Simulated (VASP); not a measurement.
An input for Ansatz (written as the equivalent of a VASP run, and not itself run):

Ansatz 0.2 input:
```yaml
crystal:
  lattice:
    - [1.6550000, -2.8665440, 0.0000000]
    - [1.6550000, 2.8665440, 0.0000000]
    - [0.0000000, 0.0000000, 5.2700000]
  atoms:
    - { symbol: Sc, position: [0.3333330, 0.6666670, 0.2500000] }
    - { symbol: Sc, position: [0.6666670, 0.3333330, 0.7500000] }
kpoints:
  mp_grid: { grid: [11, 11, 6] }
hamiltonian:
  xc: lda
  pseudopotentials: { kind: paw }
scf:
  occupations: { method: methfessel_paxton, width: 0.1 }
  max_iter: 100
relax:
  max_steps: 60
  f_tol: 0.01
  cell: {}
output: { forces: true, stress: true, eigenvalues: true }
```

Question: Write the VASP files for the same calculation (LDA).

Answer: Several could match; the one computed here: 
KPOINTS:
```
Automatic mesh
0
Gamma
11 11 6
0 0 0
```

### POSCAR
```
Sc
1
    1.6550000000    -2.8665440000     0.0000000000
    1.6550000000     2.8665440000     0.0000000000
    0.0000000000     0.0000000000     5.2700000000
Sc
2
Direct
  0.3333330000   0.6666670000   0.2500000000
  0.6666670000   0.3333330000   0.7500000000
```

### INCAR
```
SYSTEM = Sc
PREC = Accurate; ENCUT = 520; LREAL = F
LASPH = T
EDIFF = 1E-6; NELM = 100; ALGO = Normal
LMAXMIX = 4
ISMEAR = 1; SIGMA = 0.1
IBRION = 2; NSW = 60; ISIF = 3
EDIFFG = -0.01
LWAVE = F; LCHARG = F
```

POTCAR, in this order: Sc_sv (LDA.64 set). Program: vasp_std.

What does not carry over: each code has its own PAW files, so the cut-off isn't converted (ENCUT is set for VASP's; basis.ecutwfc is left out, and Ansatz then takes the one that its files recommend); Ansatz stops its SCF on the density residual and VASP on the energy change (EDIFF); Ansatz's lda is the Perdew-Wang form, while the LDA potentials of VASP carry Perdew-Zunger's.

The compound is Sc in the hcp structure. This run relaxes it. Symmetry was kept, so distortions that lower it aren't found.
